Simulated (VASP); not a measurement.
Calculation: AM05 GGA, VASP's PBE PAW potentials (set 64) (plane waves; VASP 6.6.1).

A VASP calculation is set up with these files.

INCAR:
```
SIGMA = 0.05   # width (eV)
GGA = AM   # AM05
PREC = Accurate
IBRION = 2   # conjugate gradients
NSW = 60   # most ionic steps
ISMEAR = 0   # Gaussian
LASPH = .True.   # aspherical one-centre terms
NELM = 100   # most electronic steps
ENCUT = 520   # plane-wave cut-off (eV)
EDIFF = 1E-6
EDIFFG = -0.01   # ionic stop
ISIF = 3   # ions, shape and volume
LCHARG = .False.
LMAXMIX = 4   # l cut-off of mixed one-centre charges
SYSTEM = CsI
LWAVE = .False.
LREAL = .False.   # projection in real space or not
ALGO = Normal   # blocked Davidson
```

### KPOINTS
```
Automatic mesh
0
gamma
 5 5 5
0 0 0
```

**POSCAR**
```
CsI
1.0
  4.5700000000   0.0000000000   0.0000000000
  0.0000000000   4.5700000000   0.0000000000
  0.0000000000   0.0000000000   4.5700000000
Cs I
1 1
Cartesian
  0.0000000000   0.0000000000   0.0000000000
  2.2850000000   2.2850000000   2.2850000000
```

POTCAR, in this order: Cs_sv I (PBE.64 set). Program: vasp_std.

Energy and stress use the plane-wave basis of the starting cell.

Question: What does the run give for the energy per atom (σ→0), volume per atom?

Answer: 
```
Item                            Value
---------------------  --------------
energy per atom (σ→0)  -2.677 eV/atom
volume per atom         49.43 Å³/atom
```

### OSZICAR
```
...
DAV:   3    -0.535349536709E+01    0.76060E-02   -0.24085E-02   240   0.853E-01    0.209E-01
DAV:   4    -0.535348183125E+01    0.13536E-04   -0.24741E-04   252   0.111E-01    0.190E-01
DAV:   5    -0.535345455005E+01    0.27281E-04   -0.23634E-04   276   0.943E-02    0.250E-02
DAV:   6    -0.535344737780E+01    0.71722E-05   -0.33104E-05   248   0.323E-02    0.236E-02
DAV:   7    -0.535344511449E+01    0.22633E-05   -0.56651E-06   276   0.168E-02    0.454E-02
DAV:   8    -0.535344699360E+01   -0.18791E-05   -0.87252E-07   164   0.716E-03    0.201E-03
DAV:   9    -0.535344767199E+01   -0.67838E-06   -0.37506E-07   120   0.430E-03
   3 F= -.53534477E+01 E0= -.53534477E+01  d E =-.358595E-02
```

The compound is CsI in the CsCl type structure. This run relaxes it. Symmetry was kept, so distortions that lower it aren't found.
